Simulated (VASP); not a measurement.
Method: PBE GGA, VASP's PBE PAW potentials (set 64) (plane waves; VASP).

The input files of a VASP run:

File POSCAR:
```
LiH
2.8272780
  0.0000000000   0.7071067076   0.7071067076
  0.7071067076   0.0000000000   0.7071067076
  0.7071067076   0.7071067076   0.0000000000
Li H
1 1
Direct
  0.0000000000   0.0000000000   0.0000000000
  0.5000000000   0.5000000000   0.5000000000
```

### INCAR
```
ENCUT  =  520
SYSTEM  =  LiH
SIGMA  =  0.05
ISMEAR  =  0   # Gaussian
GGA  =  PE   # PBE
LASPH  =  T   # aspherical one-centre terms
EDIFF  =  1E-6   # SCF stop (eV)
LREAL  =  F   # projection in real space or not
LCHARG  =  T
LWAVE  =  F
NELM  =  100   # most electronic steps
PREC  =  Accurate
ALGO  =  Normal   # blocked Davidson
```

KPOINTS:
```
Automatic mesh
0
Gamma
 10 10 10
0 0 0
```

POTCAR, in this order: Li_sv H (PBE.64 set). Program: vasp_std.

Output

File OSZICAR:
```
       N       E                     dE             d eps       ncg     rms          rms(c)
DAV:   1    -0.106486139564E+01   -0.10649E+01   -0.15708E+03   570   0.615E+02
DAV:   2    -0.625829886983E+01   -0.51934E+01   -0.51934E+01   804   0.703E+01
DAV:   3    -0.636942435423E+01   -0.11113E+00   -0.11113E+00   696   0.922E+00
DAV:   4    -0.636997728407E+01   -0.55293E-03   -0.55293E-03   780   0.630E-01
DAV:   5    -0.636998228360E+01   -0.49995E-05   -0.49995E-05   714   0.340E-02    0.288E+00
DAV:   6    -0.618676092798E+01    0.18322E+00   -0.15444E-01   660   0.179E+00    0.145E+00
DAV:   7    -0.612514744019E+01    0.61613E-01   -0.20522E-01   726   0.229E+00    0.223E-01
DAV:   8    -0.612702856408E+01   -0.18811E-02   -0.55099E-03   678   0.655E-01    0.436E-02
DAV:   9    -0.612697593905E+01    0.52625E-04   -0.21856E-04   816   0.881E-02    0.944E-03
DAV:  10    -0.612697160934E+01    0.43297E-05   -0.62356E-06   630   0.227E-02    0.258E-03
DAV:  11    -0.612697072172E+01    0.88763E-06   -0.38395E-07   414   0.540E-03
   1 F= -.61269707E+01 E0= -.61269707E+01  d E =-.160242E-11
```

**OUTCAR**
```
------------------------ aborting loop because EDIFF is reached ----------------------------------------
  FORCE on cell =-STRESS in cart. coord.  units (eV):
  Direction    XX          YY          ZZ          XY          YZ          ZX
  --------------------------------------------------------------------------------------
  Total       -0.0015932     -0.0015932     -0.0015932     -0.0000000     -0.0000000      0.0000000
  in kB       -0.1597268     -0.1597268     -0.1597268     -0.0000000     -0.0000000      0.0000000
  external PRESSURE =      -0.1597268 kB  Pullay stress =       0.0000000 kB
  volume of cell :       15.98
      direct lattice vectors                 reciprocal lattice vectors
     0.000000000  1.999187238  1.999187238    -0.250101637  0.250101637  0.250101637
     1.999187238  0.000000000  1.999187238     0.250101637 -0.250101637  0.250101637
     1.999187238  1.999187238  0.000000000     0.250101637  0.250101637 -0.250101637
  FREE ENERGIE OF THE ION-ELECTRON SYSTEM (eV)
  ---------------------------------------------------
  free  energy   TOTEN  =        -6.1269707217 eV

  energy  without entropy=       -6.1269707217  energy(sigma->0) =       -6.12697072
```
(Selected blocks of OUTCAR.)

The compound is LiH in the rock salt structure. It was relaxed first, which changed the volume by -6 %.
